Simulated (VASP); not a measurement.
Output of a VASP run:

**OUTCAR**
```
 ion  position               nearest neighbor table
   1  0.000  0.000  0.000-
   2  0.500  0.500  0.500-   3 3.13   4 3.13   5 3.13   5 3.13   3 3.13   4 3.13
   3  0.500  0.000  0.500-   2 3.13   2 3.13
   4  0.000  0.500  0.500-   2 3.13   2 3.13
   5  0.500  0.500  0.000-   2 3.13   2 3.13
  LATTYP: Found a simple cubic cell.
 ALAT       =     6.2621514096
 Subroutine PRICEL returns:
 Original cell was already a primitive cell.
 Subroutine GETGRP returns: Found 48 space group operations
The static configuration has the point symmetry O_h .
The dynamic configuration has the point symmetry O_h .
 Subroutine INISYM returns: Found 48 space group operations
 Subroutine IBZKPT returns following result:
 Found     10 irreducible k-points:

 Following reciprocal coordinates:
            Coordinates               Weight
  0.000000  0.000000  0.000000      1.000000
  0.250000  0.000000  0.000000      6.000000
  0.500000  0.000000  0.000000      3.000000
  0.250000  0.250000  0.000000     12.000000
  0.500000  0.250000  0.000000     12.000000
  0.500000  0.500000  0.000000      3.000000
  0.250000  0.250000  0.250000      8.000000
  0.500000  0.250000  0.250000     12.000000
  0.500000  0.500000  0.250000      6.000000
  0.500000  0.500000  0.500000      1.000000
   k-points           NKPTS =     10   k-points in BZ     NKDIM =     10   number of bands    NBANDS=     26
   number of dos      NEDOS =    301   number of ions     NIONS =      5
   total plane-waves  NPLWV = 110592
   dimension x,y,z NGX =    48 NGY =   48 NGZ =   48
   dimension x,y,z NGXF=    96 NGYF=   96 NGZF=   96
   ions per type =               1   1   3
   PREC   = accura    normal or accurate (medium, high low for compatibility)
   ISTART =      0    job   : 0-new  1-cont  2-samecut
   ICHARG =      2    charge: 1-file 2-atom 10-const
   ISPIN  =      1    spin polarized calculation?
   LNONCOLLINEAR =      F non collinear calculations
   LSORBIT =      F    spin-orbit coupling
   INIWAV =      1    electr: 0-lowe 1-rand  2-diag
   ENCUT  =  520.0 eV  38.22 Ry    6.18 a.u.  11.64 11.64 11.64*2*pi/ulx,y,z
   NELM   =    100;   NELMIN=  2; NELMDL= -5     # of ELM steps
   EDIFF  = 0.1E-06   stopping-criterion for ELM
   LREAL  =      F    real-space projection
   NLSPLINE    = F    spline interpolate recip. space projectors
   LMAXMIX     =    4 max onsite mixed and CHGCAR
   VOSKOWN=      0    Vosko Wilk Nusair interpolation
   EDIFFG = 0.1E-05   stopping-criterion for IOM
   NSW    =      0    number of steps for IOM
   NBLOCK =      1;   KBLOCK =      1    inner block; outer block
   IBRION =     -1    ionic relax: 0-MD 1-quasi-New 2-CG
   NFREE  =      0    steps in history (QN), initial steepest desc. (CG)
   ISIF   =      2    stress and relaxation
   ISYM   =      2    0-nonsym 1-usesym 2-fastsym
   TEIN   =    0.0    initial temperature
   TEBEG  =    0.0;   TEEND  =   0.0 temperature during run
   SMASS  =  -3.00    Nose mass-parameter (am)
   PSTRESS=    0.0 pullay stress
   NELECT =      44.0000    total number of electrons
   EFERMI =   0.00;   METHOD = LEGACY
   ISMEAR =     0;   SIGMA  =   0.05  broadening in eV -4-tet -1-fermi 0-gaus
   IALGO  =     38    algorithm
   LDIAG  =      T    sub-space diagonalisation (order eigenvalues)
   IMIX   =      4    mixing-type and parameters
     AMIX     =   0.40;   BMIX     =  1.00
     AMIX_MAG =   1.60;   BMIX_MAG =  1.00
     AMIN     =   0.10
   GGA     = PE    functional components
   VOSKOWN =     0    Vosko Wilk Nusair interpolation
   LHFCALC =     F    Hartree Fock is set to
   LHFONE  =     F    Hartree Fock one center treatment
   AEXX    =    0.0000 exact exchange contribution
   IVDW    =    12    specifies the selected vdW correction
   LEPSILON=     F    determine dielectric tensor
   LRPA    =     F    only Hartree local field effects (RPA)
  energy-cutoff  :      520.00
  volume of cell :      245.57
      direct lattice vectors                 reciprocal lattice vectors
...
```

OSZICAR:
```
       N       E                     dE             d eps       ncg     rms          rms(c)
DAV:   1     0.353693917370E+03    0.35369E+03   -0.18354E+04   528   0.153E+03
DAV:   2     0.333895005737E+02   -0.32030E+03   -0.31247E+03   604   0.303E+02
DAV:   3    -0.125379633055E+02   -0.45927E+02   -0.45687E+02   650   0.127E+02
DAV:   4    -0.142161064643E+02   -0.16781E+01   -0.16646E+01   630   0.279E+01
DAV:   5    -0.142745891074E+02   -0.58483E-01   -0.58205E-01   806   0.504E+00    0.402E+00
DAV:   6    -0.139923715182E+02    0.28222E+00   -0.50148E-01   648   0.381E+00    0.266E+00
DAV:   7    -0.139646737172E+02    0.27698E-01   -0.33617E-01   658   0.245E+00    0.102E+00
DAV:   8    -0.139697551831E+02   -0.50815E-02   -0.47312E-02   588   0.153E+00    0.278E-01
DAV:   9    -0.139694872803E+02    0.26790E-03   -0.32851E-03   646   0.442E-01    0.128E-01
DAV:  10    -0.139697880564E+02   -0.30078E-03   -0.95032E-04   598   0.178E-01    0.598E-02
DAV:  11    -0.139698367431E+02   -0.48687E-04   -0.34185E-04   606   0.130E-01    0.234E-02
DAV:  12    -0.139698402270E+02   -0.34839E-05   -0.35453E-05   660   0.389E-02    0.216E-02
DAV:  13    -0.139698392763E+02    0.95066E-06   -0.17855E-06   680   0.905E-03    0.832E-03
DAV:  14    -0.139698385816E+02    0.69470E-06   -0.16230E-06   690   0.942E-03    0.215E-03
DAV:  15    -0.139698385543E+02    0.27283E-07   -0.45752E-07   554   0.458E-03
   1 F= -.15190342E+02 E0= -.15190342E+02  d E =-.343650E-10
```

### OUTCAR
```
------------------------ aborting loop because EDIFF is reached ----------------------------------------
 Edisp (eV)   -1.22050
  FORCE on cell =-STRESS in cart. coord.  units (eV):
  Direction    XX          YY          ZZ          XY          YZ          ZX
  --------------------------------------------------------------------------------------
  Total      -0.74578    -0.74578    -0.74578    -0.00000    -0.00000     0.00000
  in kB      -4.86573    -4.86573    -4.86573    -0.00000    -0.00000     0.00000
  external pressure =       -4.87 kB  Pullay stress =        0.00 kB
  volume of cell :      245.57
      direct lattice vectors                 reciprocal lattice vectors
     6.262151410  0.000000000  0.000000000     0.159689528  0.000000000  0.000000000
     0.000000000  6.262151410  0.000000000     0.000000000  0.159689528  0.000000000
     0.000000000  0.000000000  6.262151410     0.000000000  0.000000000  0.159689528
 POSITION                                       TOTAL-FORCE (eV/Angst)
 -----------------------------------------------------------------------------------
      0.00000      0.00000      0.00000         0.000000      0.000000      0.000000
      3.13108      3.13108      3.13108         0.000000      0.000000      0.000000
      3.13108      0.00000      3.13108         0.000000      0.000000      0.000000
      0.00000      3.13108      3.13108         0.000000      0.000000      0.000000
      3.13108      3.13108      0.00000         0.000000      0.000000      0.000000
 -----------------------------------------------------------------------------------
    total drift:                                0.000000     -0.000000     -0.000000
  FREE ENERGIE OF THE ION-ELECTRON SYSTEM (eV)
  ---------------------------------------------------
  free  energy   TOTEN  =       -15.1903424048 eV

  energy  without entropy=      -15.1903424048  energy(sigma->0) =      -15.19034240
```
(Selected blocks of OUTCAR.)

POSCAR:
```
CsSnI3
1
    6.2621514096     0.0000000000     0.0000000000
    0.0000000000     6.2621514096     0.0000000000
    0.0000000000     0.0000000000     6.2621514096
Cs Sn I
1 1 3
Direct
  0.0000000000   0.0000000000   0.0000000000
  0.5000000000   0.5000000000   0.5000000000
  0.5000000000   0.0000000000   0.5000000000
  0.0000000000   0.5000000000   0.5000000000
  0.5000000000   0.5000000000   0.0000000000
```

Question: Write an INCAR and KPOINTS that could have produced this output.

Answer: Several could match; the one computed here: the input of the run itself, PBE GGA with D3 dispersion (Becke-Johnson damping), plane waves, VASP's PBE PAW potentials (set 64).

**KPOINTS**
```
Automatic mesh
0
Gamma
4 4 4
0 0 0
```

### INCAR
```
SYSTEM = CsSnI3
PREC = Accurate; ENCUT = 520; LREAL = .FALSE.
LASPH = .TRUE.
EDIFF = 1E-7; NELM = 100; ALGO = Normal
LMAXMIX = 4
ISMEAR = 0; SIGMA = 0.05
GGA = PE; IVDW = 12
ISIF = 2
LWAVE = .FALSE.; LCHARG = .FALSE.
```

POTCAR, in this order: Cs_sv Sn_d I (PBE.64 set). Program: vasp_std.

The compound is CsSnI3 in the cubic perovskite structure, the ideal cubic form; the compound distorts at low or room temperature. This cell is one point of a volume scan, at 1.03 of the reference volume.
